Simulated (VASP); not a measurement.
Calculation: PBE GGA, VASP's PBE PAW potentials (set 64) (plane waves; VASP 6.6.1).

Input for VASP

INCAR:
```
SIGMA = 0.1
LASPH = .True.
PREC = Accurate
ISMEAR = 1
GGA = PE
EDIFF = 1E-6   ! SCF stop (eV)
LREAL = .False.   ! projection in real space or not
SYSTEM = MoSi2
LCHARG = .False.
ISIF = 2
NELM = 100
ENCUT = 400   ! plane-wave cut-off (eV)
ALGO = All
LWAVE = .False.
LMAXMIX = 4   ! l cut-off of mixed one-centre charges
```

**KPOINTS**
```
Automatic mesh
0
Gamma
12 12 12
0 0 0
```

### POSCAR
```
MoSi2
1
   -1.6050000000     1.6050000000     3.9250000000
    1.6050000000    -1.6050000000     3.9250000000
    1.6050000000     1.6050000000    -3.9250000000
Si Mo
2 1
Direct
  0.6650000000   0.6650000000   0.0000000000
  0.3350000000   0.3350000000   0.0000000000
  0.0000000000   0.0000000000   0.0000000000
```

POTCAR, in this order: Si Mo_sv (PBE.64 set). Program: vasp_std.

Q: What will the output report for the number of irreducible k-points (NKPTS), number of bands (NBANDS), largest plane-wave count, number of space-group operations, FFT grid (NGX, NGY, NGZ)?

A: 
- number of irreducible k-points (NKPTS) = 163
- number of bands (NBANDS) = 15
- largest plane-wave count = 761
- number of space-group operations = 16
- FFT grid (NGX, NGY, NGZ) = 30 × 30 × 30

The compound is MoSi2 in the MoSi2 type structure. The cell was not relaxed at this level. The run is one of a series of settings (ALGO = All against the base run), some of them coarse on purpose.
